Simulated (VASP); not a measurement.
Crystal: In3SbO4.

```xyz
8
Lattice="3.7939 2.1904 2.6750 -3.7939 2.1904 2.6750 0.0000 -4.3808 2.6750" Properties=species:S:1:pos:R:3 pbc="T T T"
In    0.1490    2.3174    4.8132
In   -2.0815   -1.0297    4.8132
In    1.9325   -1.2878    4.8132
Sb    0.0000    0.0000    2.0302
O     0.0000    0.0000    6.4172
O    -0.8510   -1.4779    3.0712
O     1.7054    0.0020    3.0712
O    -0.8544    1.4759    3.0712
```

The cell was built by a generator and needn't be a form met in nature.

| Property | Result |
| --- | --- |
| Program | VASP 6.6.1 |
| Task | relaxation of cell and atoms |
| Functional | PBE |
| Potentials or basis | VASP PAW PBE potentials, release 64 (In_d, Sb, O) |
| Cutoff | 520 eV |
| k mesh | 6 × 6 × 6 |
| Occupations | gaussian, width 0.1 eV |
| Spin | no spin polarisation |

At the start: pressure -0.5 GPa; volume 16.67 Å³/atom.

Problem. How do energy, volume and symmetry change on relaxing?

Solution. Over 25 steps the energy falls by 12.1 meV/atom and the volume is 17.34 Å³/atom (+4.0 %); space group R3 (No. 146, to 0.05 Å).

The path:
```
step  energy change (eV)  largest force (eV/Å)  pressure (GPa)  volume (Å³)
   1              0.0000                0.4350           -0.48       133.38
   2             -0.0273                0.2827            0.36       132.43
   3             -0.0334                0.2256            1.03       131.73
   4             -0.0535                0.2431            0.36       132.93
   5             -0.0662                0.5249           -0.56       134.77
   6             -0.0807                0.3257           -0.14       135.07
   7             -0.0894                0.0851            0.49       135.51
   8             -0.0916                0.0752            0.26       136.16
   9             -0.0929                0.0979           -0.42       138.11
  10             -0.0933                0.0859           -0.21       137.47
  11             -0.0948                0.0494           -0.02       137.65
  12             -0.0951                0.0499            0.07       137.76
  13             -0.0955                0.0371           -0.03       137.95
  14             -0.0956                0.0619           -0.07       138.03
  15             -0.0960                0.0484            0.00       138.04
  16             -0.0963                0.0338            0.09       138.06
  17             -0.0961                0.0442            0.28       138.08
  18             -0.0963                0.0287            0.17       138.06
  19             -0.0967                0.0282            0.06       138.38
  20             -0.0968                0.0297           -0.01       138.58
  21             -0.0969                0.0143            0.02       138.63
  22             -0.0969                0.0228            0.04       138.65
  23             -0.0969                0.0139           -0.03       138.77
  24             -0.0969                0.0128           -0.03       138.77
  25             -0.0970                0.0094           -0.02       138.74
```

Final structure:
```xyz
8
Lattice="3.8368 2.2152 2.7207 -3.8368 2.2152 2.7207 0.0000 -4.4304 2.7207" Properties=species:S:1:pos:R:3 pbc="T T T"
In    0.0010    2.3720    4.8840
In   -2.0547   -1.1852    4.8840
In    2.0538   -1.1869    4.8840
Sb    0.0000    0.0000    2.0616
O     0.0000    0.0000    6.6349
O    -0.8552   -1.4912    3.0999
O     1.7190    0.0050    3.0999
O    -0.8638    1.4862    3.0999
```
